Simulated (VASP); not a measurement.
These are revPBE GGA, VASP's PBE PAW potentials (set 64) (plane waves; VASP) values and carry that method's errors.

A VASP calculation is set up with these files.

**KPOINTS**
```
kpoints
0
G
 12 12 7
```

INCAR:
```
SYSTEM = Tl
PREC = Accurate
ENCUT = 520
EDIFF = 1E-7
NELM = 100
ALGO = Normal
LREAL = .FALSE.
LASPH = .TRUE.
ISMEAR = 1
SIGMA = 0.1
GGA = RE
LMAXMIX = 4
LWAVE = .FALSE.
LCHARG = .FALSE.
ISIF = 4
IBRION = 2
NSW = 30
EDIFFG = -0.01
```

POSCAR:
```
Tl
1.0
  1.7956460341  -3.1101502802   0.0000000000
  1.7956460341   3.1101502802   0.0000000000
  0.0000000000   0.0000000000   5.7108366176
Tl
2
direct
  0.3333330000   0.6666670000   0.2500000000
  0.6666670000   0.3333330000   0.7500000000
```

POTCAR, in this order: Tl_d (PBE.64 set). Program: vasp_std.

Output

OSZICAR:
```
       N       E                     dE             d eps       ncg     rms          rms(c)
DAV:   1     0.124906526535E+03    0.12491E+03   -0.14291E+04  2600   0.142E+03
DAV:   2    -0.161762068624E+01   -0.12652E+03   -0.12515E+03  2720   0.288E+02
DAV:   3    -0.381036833433E+01   -0.21927E+01   -0.21625E+01  3077   0.335E+01
DAV:   4    -0.382306507920E+01   -0.12697E-01   -0.12696E-01  2917   0.260E+00
DAV:   5    -0.382321582669E+01   -0.15075E-03   -0.15075E-03  2951   0.293E-01    0.225E+00
DAV:   6    -0.379861570074E+01    0.24600E-01   -0.51030E-02  2713   0.186E+00    0.161E+00
DAV:   7    -0.379515551552E+01    0.34602E-02   -0.25810E-02  2733   0.133E+00    0.538E-01
DAV:   8    -0.379497910347E+01    0.17641E-03   -0.21530E-03  2680   0.370E-01    0.301E-02
DAV:   9    -0.379499707182E+01   -0.17968E-04   -0.23034E-05  3015   0.443E-02    0.138E-02
DAV:  10    -0.379500576314E+01   -0.86913E-05   -0.96570E-06  2703   0.269E-02    0.149E-03
DAV:  11    -0.379500604205E+01   -0.27892E-06   -0.30274E-07  2335   0.390E-03    0.682E-04
DAV:  12    -0.379500609307E+01   -0.51016E-07   -0.37552E-08  1407   0.162E-03
   1 F= -.37950061E+01 E0= -.37950621E+01  d E =-.379501E+01
       N       E                     dE             d eps       ncg     rms          rms(c)
DAV:   1    -0.381931414748E+01   -0.24308E-01   -0.91766E-01  2637   0.744E+00    0.627E-01
DAV:   2    -0.380623095822E+01    0.13083E-01   -0.80031E-03  2651   0.988E-01    0.382E-01
DAV:   3    -0.379927896401E+01    0.69520E-02   -0.12733E-02  2674   0.116E+00    0.417E-02
DAV:   4    -0.379931281737E+01   -0.33853E-04   -0.68344E-04  2643   0.249E-01    0.233E-02
DAV:   5    -0.379931528098E+01   -0.24636E-05   -0.66110E-06  3189   0.238E-02    0.343E-03
DAV:   6    -0.379931483192E+01    0.44906E-06   -0.90829E-07  2654   0.102E-02    0.544E-04
DAV:   7    -0.379931482343E+01    0.84892E-08   -0.45357E-08  1384   0.194E-03
   2 F= -.37993148E+01 E0= -.37994503E+01  d E =-.430873E-02
       N       E                     dE             d eps       ncg     rms          rms(c)
DAV:   1    -0.398058100803E+01   -0.18127E+00   -0.83238E+00  2637   0.225E+01    0.189E+00
DAV:   2    -0.386599361722E+01    0.11459E+00   -0.69291E-02  2637   0.263E+00    0.115E+00
DAV:   3    -0.380337191991E+01    0.62622E-01   -0.11156E-01  2658   0.327E+00    0.130E-01
DAV:   4    -0.380360941353E+01   -0.23749E-03   -0.55593E-03  2659   0.691E-01    0.732E-02
DAV:   5    -0.380363495861E+01   -0.25545E-04   -0.54667E-05  3031   0.656E-02    0.250E-02
DAV:   6    -0.380363298470E+01    0.19739E-05   -0.11840E-05  2718   0.341E-02    0.240E-03
DAV:   7    -0.380363307289E+01   -0.88188E-07   -0.42708E-07  2620   0.650E-03
   3 F= -.38036331E+01 E0= -.38038351E+01  d E =-.862698E-02
       N       E                     dE             d eps       ncg     rms          rms(c)
DAV:   1    -0.381355995292E+01   -0.99270E-02   -0.44382E-01  2612   0.518E+00    0.435E-01
DAV:   2    -0.380737610706E+01    0.61838E-02   -0.37499E-03  2645   0.684E-01    0.267E-01
DAV:   3    -0.380399088339E+01    0.33852E-02   -0.62595E-03  2682   0.834E-01    0.308E-02
DAV:   4    -0.380400438026E+01   -0.13497E-04   -0.34632E-04  2662   0.179E-01    0.180E-02
DAV:   5    -0.380400670458E+01   -0.23243E-05   -0.35172E-06  2990   0.176E-02    0.435E-03
DAV:   6    -0.380400593632E+01    0.76826E-06   -0.14811E-06  2668   0.138E-02    0.986E-04
DAV:   7    -0.380400596677E+01   -0.30447E-07   -0.91717E-08  1414   0.307E-03
   4 F= -.38040060E+01 E0= -.38041626E+01  d E =-.899987E-02
```

**OUTCAR**
```
------------------------ aborting loop because EDIFF is reached ----------------------------------------
  FORCE on cell =-STRESS in cart. coord.  units (eV):
  Direction    XX          YY          ZZ          XY          YZ          ZX
  --------------------------------------------------------------------------------------
  Total        0.3204348      0.3204348      0.3121567      0.0000000      0.0000000      0.0000000
  in kB        8.0485637      8.0485644      7.8406377      0.0000000      0.0000000      0.0000000
  external PRESSURE =       7.9792553 kB  Pullay stress =       0.0000000 kB
  volume of cell :       63.79
      direct lattice vectors                 reciprocal lattice vectors
     1.821199354 -3.154409938  0.000000000     0.274544354 -0.158508250  0.000000000
     1.821199354  3.154409938  0.000000000     0.274544354  0.158508250  0.000000000
    -0.000000000  0.000000000  5.551702951     0.000000000  0.000000000  0.180124911
 POSITION                                       TOTAL-FORCE (eV/Angst)
 -----------------------------------------------------------------------------------
      1.82120      1.05147      1.38793        -0.000000      0.000000      0.000000
      1.82120     -1.05147      4.16378         0.000000     -0.000000      0.000000
 -----------------------------------------------------------------------------------
    total drift:                                0.000000      0.000482      0.000009
  FREE ENERGIE OF THE ION-ELECTRON SYSTEM (eV)
  ---------------------------------------------------
  free  energy   TOTEN  =        -3.8040059668 eV

  energy  without entropy=       -3.8044757857  energy(sigma->0) =       -3.80416257

 reached required accuracy - stopping structural energy minimisation
```
(Selected blocks of OUTCAR.)

CONTCAR:
```
Tl
   1.00000000000000
     1.8211993535107214   -3.1544099379181811    0.0000000000000000
     1.8211993535107214    3.1544099379181811    0.0000000000000000
    -0.0000000000000001    0.0000000000000000    5.5517029511146969
  Tl
     2
Direct
     0.3333330000000032    0.6666669999999968    0.2500000000000000
     0.6666669999999968    0.3333330000000032    0.7500000000000000
```

The compound is Tl in the hcp structure. This cell is one point of a volume scan, at 0.97 of the reference volume. Symmetry was kept, so distortions that lower it aren't found.
